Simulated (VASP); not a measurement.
The system is ZnGe2N2.

```
CELL_PARAMETERS angstrom
-1.78204 1.78204 5.78795
1.78204 -1.78204 5.78795
1.78204 1.78204 -5.78795
ATOMIC_POSITIONS crystal
Zn 0.00000 0.00000 0.00000
Ge 0.65740 0.65740 0.00000
Ge 0.34260 0.34260 0.00000
N 0.86860 0.86860 0.00000
N 0.13140 0.13140 0.00000
```

The cell was built by a generator and needn't be a form met in nature.

| Quantity | Value |
| --- | --- |
| Program | VASP 6.6.1 |
| Task | relaxation of cell and atoms |
| Functional | PBE |
| Potentials or basis | VASP PAW PBE potentials, release 64 (Zn, Ge_d, N) |
| Cutoff | 520 eV |
| k mesh | 5 × 5 × 5 |
| Occupations | gaussian, width 0.15 eV |
| Spin | no spin polarisation |

At the start: pressure 24.7 GPa; volume 14.70 Å³/atom.

Q: How do energy, volume and symmetry change on relaxing?

A: Over 22 steps the energy falls by 893.1 meV/atom and the volume is 14.12 Å³/atom (-3.9 %); space group I4/mmm (No. 139, to 0.05 Å).

Step by step:
```csv
step,energy change (eV),largest force (eV/Å),pressure (GPa),volume (Å³)
1,0.0000,14.4034,24.68,73.52
2,-0.9765,2.5819,-19.96,97.15
3,-1.3709,2.2170,-19.69,94.25
4,-1.6573,1.9260,-19.47,92.05
5,-3.1482,0.9933,-15.91,82.86
6,-3.6672,1.2830,-8.98,78.21
7,-3.6668,1.4300,-8.76,77.99
8,-4.2035,1.5775,-1.85,70.62
9,-4.3193,1.3130,4.87,66.07
10,-4.3732,0.8105,3.78,66.42
11,-4.4019,0.4885,3.59,66.29
12,-4.4316,0.1268,0.33,68.81
13,-4.4301,0.1432,-2.93,68.99
14,-4.4312,0.0683,-0.09,68.86
15,-4.4477,0.1452,-1.03,69.58
16,-4.4592,0.2200,-0.70,70.55
17,-4.4483,0.3416,-0.88,72.40
18,-4.4610,0.2306,-0.88,71.11
19,-4.4612,0.1537,0.49,70.17
20,-4.4656,0.0820,-0.27,70.65
21,-4.4655,0.0217,1.14,70.56
22,-4.4656,0.0730,-0.18,70.62
```

Final structure:
```
CELL_PARAMETERS angstrom
-1.77467 1.77467 5.60584
1.77467 -1.77467 5.60584
1.77467 1.77467 -5.60584
ATOMIC_POSITIONS crystal
Zn 0.00000 0.00000 0.00000
Ge 0.66155 0.66155 0.00000
Ge 0.33845 0.33845 0.00000
N 0.83271 0.83271 0.00000
N 0.16729 0.16729 0.00000
```

Caveat: the k mesh is coarse (spacing up to 0.50 Å⁻¹), so the values aren't converged.
